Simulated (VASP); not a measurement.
Computed with r2SCAN meta-GGA, VASP's PBE PAW potentials (set 64) (plane waves; VASP).

The input files of a VASP run:

**KPOINTS**
```
Automatic mesh
0
Gamma
9 9 9
0 0 0
```

**INCAR**
```
SYSTEM  =  Sr
PREC  =  Accurate; ENCUT  =  400; LREAL  =  F
LASPH  =  T
EDIFF  =  1E-6; NELM  =  100; ALGO  =  Normal
LMAXMIX  =  4; LMIXTAU  =  T
ISMEAR  =  1; SIGMA  =  0.1
METAGGA  =  R2SCAN
IBRION  =  2; NSW  =  60; ISIF  =  3
EDIFFG  =  -0.01
LWAVE  =  F; LCHARG  =  F
```

### POSCAR
```
Sr
1.0
 -3.7813080000   3.7813080000   2.0631270000
  3.7813080000  -3.7813080000   2.0631270000
  3.7813080000   3.7813080000  -2.0631270000
Sr
2
Cartesian
 -0.0000000000   3.7813080000   1.0315635000
  0.0000000000   0.0000000000   0.0000000000
```

POTCAR, in this order: Sr_sv (PBE.64 set). Program: vasp_std.

Output

**OSZICAR**
```
       N       E                     dE             d eps       ncg     rms          rms(c)
DAV:   1     0.720671109234E+02    0.72067E+02   -0.84492E+03  2116   0.103E+03
DAV:   2    -0.282166268902E+02   -0.10028E+03   -0.99219E+02  2642   0.241E+02
DAV:   3    -0.367030898073E+02   -0.84865E+01   -0.84606E+01  4000   0.503E+01
DAV:   4    -0.370497033068E+02   -0.34661E+00   -0.34476E+00  2944   0.821E+00
DAV:   5    -0.370577999452E+02   -0.80966E-02   -0.80984E-02  3434   0.102E+00    0.114E+01
DAV:   6    -0.312229318223E+02    0.58349E+01   -0.88026E+00  3150   0.118E+01    0.945E+00
DAV:   7    -0.297156534139E+02    0.15073E+01   -0.47068E-01  2766   0.591E+00    0.717E+00
DAV:   8    -0.320170457466E+02   -0.23014E+01   -0.16626E+00  2262   0.658E+00    0.275E+00
DAV:   9    -0.295293374330E+02    0.24877E+01   -0.16041E+00  2112   0.672E+00    0.499E-01
DAV:  10    -0.297067482592E+02   -0.17741E+00   -0.31167E-01  2310   0.576E+00    0.468E-01
DAV:  11    -0.297129211250E+02   -0.61729E-02   -0.16540E-02  3276   0.123E+00    0.496E-01
DAV:  12    -0.296667197469E+02    0.46201E-01   -0.44175E-02  2238   0.254E+00    0.903E-01
DAV:  13    -0.296821889404E+02   -0.15469E-01   -0.23199E-02  2262   0.146E+00    0.323E-01
DAV:  14    -0.296942918424E+02   -0.12103E-01   -0.20913E-02  2184   0.150E+00    0.336E-01
DAV:  15    -0.296934748399E+02    0.81700E-03   -0.10005E-03  2538   0.326E-01    0.167E-01
DAV:  16    -0.296924769787E+02    0.99786E-03   -0.57559E-04  2352   0.251E-01    0.177E-01
DAV:  17    -0.296898156549E+02    0.26613E-02   -0.41563E-03  2208   0.519E-01    0.787E-02
DAV:  18    -0.296895819202E+02    0.23373E-03   -0.41411E-04  2760   0.788E-02    0.557E-02
DAV:  19    -0.296896134257E+02   -0.31505E-04   -0.10788E-04  2622   0.834E-02    0.418E-02
DAV:  20    -0.296895779340E+02    0.35492E-04   -0.18828E-05  2538   0.361E-02    0.360E-02
DAV:  21    -0.296896860919E+02   -0.10816E-03   -0.11239E-04  2412   0.101E-01    0.420E-02
DAV:  22    -0.296897178390E+02   -0.31747E-04   -0.28303E-05  2432   0.403E-02    0.227E-02
DAV:  23    -0.296897436793E+02   -0.25840E-04   -0.14690E-05  2682   0.386E-02    0.301E-02
DAV:  24    -0.296897236443E+02    0.20035E-04   -0.25877E-05  2256   0.348E-02    0.685E-03
DAV:  25    -0.296897175703E+02    0.60740E-05   -0.46880E-06  1842   0.206E-02    0.913E-03
DAV:  26    -0.296897161582E+02    0.14121E-05   -0.52004E-06  1638   0.154E-02    0.167E-03
DAV:  27    -0.296897145403E+02    0.16179E-05   -0.31279E-07  1440   0.357E-03    0.246E-03
DAV:  28    -0.296897152177E+02   -0.67740E-06   -0.14213E-07  1182   0.391E-03
   1 F= -.29689715E+02 E0= -.29689405E+02  d E =-.296897E+02
       N       E                     dE             d eps       ncg     rms          rms(c)
DAV:   1    -0.297494035361E+02   -0.59689E-01   -0.17342E+00  2100   0.111E+01    0.163E+00
DAV:   2    -0.297163894610E+02    0.33014E-01   -0.20626E-01  3070   0.336E+00    0.893E-01
DAV:   3    -0.296937479143E+02    0.22642E-01   -0.56867E-02  3418   0.202E+00    0.365E-01
DAV:   4    -0.296944746332E+02   -0.72672E-03   -0.38805E-02  2356   0.176E+00    0.381E-01
DAV:   5    -0.296945712905E+02   -0.96657E-04   -0.65056E-03  3632   0.626E-01    0.243E-01
DAV:   6    -0.296958164808E+02   -0.12452E-02   -0.22237E-03  2166   0.480E-01    0.104E-01
DAV:   7    -0.296959555943E+02   -0.13911E-03   -0.23236E-03  3916   0.271E-01    0.506E-02
DAV:   8    -0.296961329499E+02   -0.17736E-03   -0.57993E-05  2388   0.753E-02    0.273E-02
DAV:   9    -0.296961930356E+02   -0.60086E-04   -0.21272E-04  2124   0.165E-01    0.795E-03
DAV:  10    -0.296962051722E+02   -0.12137E-04   -0.17461E-05  2892   0.396E-02    0.599E-03
DAV:  11    -0.296961887085E+02    0.16464E-04   -0.15943E-05  2190   0.327E-02    0.411E-03
DAV:  12    -0.296961973672E+02   -0.86587E-05   -0.32191E-06  1572   0.154E-02    0.158E-03
DAV:  13    -0.296961947779E+02    0.25893E-05   -0.34338E-07  1524   0.423E-03    0.573E-04
DAV:  14    -0.296961961582E+02   -0.13803E-05   -0.10213E-07  1122   0.255E-03    0.261E-04
DAV:  15    -0.296961959332E+02    0.22495E-06   -0.36738E-08  1086   0.118E-03
   2 F= -.29696196E+02 E0= -.29695857E+02  d E =-.648072E-02
       N       E                     dE             d eps       ncg     rms          rms(c)
DAV:   1    -0.298305814578E+02   -0.13439E+00   -0.41898E+00  2100   0.172E+01    0.268E+00
DAV:   2    -0.297487011097E+02    0.81880E-01   -0.48760E-01  3046   0.522E+00    0.140E+00
DAV:   3    -0.296963300414E+02    0.52371E-01   -0.11341E-01  3374   0.284E+00    0.621E-01
DAV:   4    -0.296952906464E+02    0.10394E-02   -0.87364E-02  2584   0.253E+00    0.492E-01
DAV:   5    -0.296974864269E+02   -0.21958E-02   -0.16337E-02  3434   0.116E+00    0.310E-01
DAV:   6    -0.296991347187E+02   -0.16483E-02   -0.46775E-03  2438   0.615E-01    0.140E-01
DAV:   7    -0.297000377137E+02   -0.90299E-03   -0.46305E-03  3558   0.365E-01    0.981E-02
DAV:   8    -0.297000394181E+02   -0.17044E-05   -0.53851E-04  2112   0.312E-01    0.449E-02
DAV:   9    -0.296999636935E+02    0.75725E-04   -0.83473E-05  2236   0.906E-02    0.298E-02
DAV:  10    -0.297000119826E+02   -0.48289E-04   -0.39347E-05  2208   0.729E-02    0.123E-02
DAV:  11    -0.297000212150E+02   -0.92324E-05   -0.31398E-05  2526   0.498E-02    0.484E-03
DAV:  12    -0.297000234288E+02   -0.22138E-05   -0.59611E-06  2018   0.196E-02    0.322E-03
DAV:  13    -0.297000239501E+02   -0.52133E-06   -0.15993E-06  1626   0.132E-02
   3 F= -.29700024E+02 E0= -.29699732E+02  d E =-.103087E-01
       N       E                     dE             d eps       ncg     rms          rms(c)
DAV:   1    -0.297001598827E+02   -0.13645E-03   -0.45900E-03  2100   0.570E-01    0.789E-02
DAV:   2    -0.297000706270E+02    0.89256E-04   -0.58247E-04  3102   0.175E-01    0.465E-02
DAV:   3    -0.297000084506E+02    0.62176E-04   -0.20403E-04  3482   0.122E-01    0.171E-02
DAV:   4    -0.297000049742E+02    0.34764E-05   -0.11046E-04  2232   0.992E-02    0.215E-02
DAV:   5    -0.297000120231E+02   -0.70488E-05   -0.13461E-05  2330   0.238E-02    0.133E-02
DAV:   6    -0.297000187065E+02   -0.66834E-05   -0.66594E-06  2558   0.268E-02    0.603E-03
DAV:   7    -0.297000210163E+02   -0.23098E-05   -0.49199E-06  2866   0.127E-02    0.223E-03
DAV:   8    -0.297000232597E+02   -0.22434E-05   -0.44737E-07  1134   0.673E-03    0.915E-04
DAV:   9    -0.297000222054E+02    0.10543E-05   -0.84242E-07  1092   0.992E-03    0.628E-04
DAV:  10    -0.297000232259E+02   -0.10205E-05   -0.23786E-07  1074   0.433E-03    0.269E-04
DAV:  11    -0.297000223324E+02    0.89351E-06   -0.29344E-08  1068   0.126E-03
   4 F= -.29700022E+02 E0= -.29699733E+02  d E =-.103071E-01
       N       E                     dE             d eps       ncg     rms          rms(c)
DAV:   1    -0.297001033590E+02   -0.80133E-04   -0.52276E-03  2100   0.576E-01    0.484E-02
DAV:   2    -0.297000353167E+02    0.68042E-04   -0.89735E-05  2908   0.738E-02    0.254E-02
DAV:   3    -0.297000320178E+02    0.32989E-05   -0.18188E-04  2256   0.104E-01    0.219E-02
DAV:   4    -0.297000355559E+02   -0.35381E-05   -0.53253E-05  2106   0.656E-02    0.102E-02
DAV:   5    -0.297000403673E+02   -0.48115E-05   -0.31867E-05  2136   0.478E-02    0.962E-03
DAV:   6    -0.297000372829E+02    0.30844E-05   -0.10188E-05  2112   0.297E-02    0.227E-03
DAV:   7    -0.297000398401E+02   -0.25573E-05   -0.81758E-07  1710   0.733E-03    0.163E-03
DAV:   8    -0.297000381125E+02    0.17276E-05   -0.27269E-07  1104   0.416E-03    0.606E-04
DAV:   9    -0.297000385770E+02   -0.46447E-06   -0.33629E-08  1050   0.135E-03
   5 F= -.29700039E+02 E0= -.29699764E+02  d E =-.162446E-04
```

### OUTCAR
```
------------------------ aborting loop because EDIFF is reached ----------------------------------------
  FORCE on cell =-STRESS in cart. coord.  units (eV):
  Direction    XX          YY          ZZ          XY          YZ          ZX
  --------------------------------------------------------------------------------------
  Total        0.0027119      0.0027119      0.0134740      0.0000000      0.0000000     -0.0000000
  in kB        0.0392266      0.0392266      0.1948949      0.0000000      0.0000000     -0.0000000
  external PRESSURE =       0.0911160 kB  Pullay stress =       0.0000000 kB
  volume of cell :      110.77
      direct lattice vectors                 reciprocal lattice vectors
    -3.705195736  3.705195736  2.017078681     0.000000000  0.134945637  0.247883241
     3.705195736 -3.705195736  2.017078681     0.134945637  0.000000000  0.247883241
     3.705195736  3.705195736 -2.017078681     0.134945637  0.134945637  0.000000000
 POSITION                                       TOTAL-FORCE (eV/Angst)
 -----------------------------------------------------------------------------------
      0.00000      3.70520      1.00854         0.000000      0.000000     -0.000000
      0.00000     -0.00000      0.00000        -0.000000     -0.000000      0.000000
 -----------------------------------------------------------------------------------
    total drift:                               -0.000000      0.000000     -0.000000
  FREE ENERGIE OF THE ION-ELECTRON SYSTEM (eV)
  ---------------------------------------------------
  free  energy   TOTEN  =       -29.7000385770 eV

  energy  without entropy=      -29.6992148391  energy(sigma->0) =      -29.69976400

 reached required accuracy - stopping structural energy minimisation
```
(Selected blocks of OUTCAR.)

CONTCAR:
```
Sr
   1.00000000000000
    -3.7051957357140299    3.7051957357140299    2.0170786805753167
     3.7051957357140299   -3.7051957357140299    2.0170786805753167
     3.7051957357140299    3.7051957357140299   -2.0170786805753167
  Sr
     2
Direct
     0.7500000000000000    0.2500000000000000    0.5000000000000000
     0.0000000000000000    0.0000000000000000    0.0000000000000000
```

Energy and stress use the plane-wave basis of the starting cell.

The structure was generated: Sr was put into the beta-Sn type (I4_1/amd), which need not be its known phase. This run relaxes it. Symmetry was kept, so distortions that lower it aren't found.
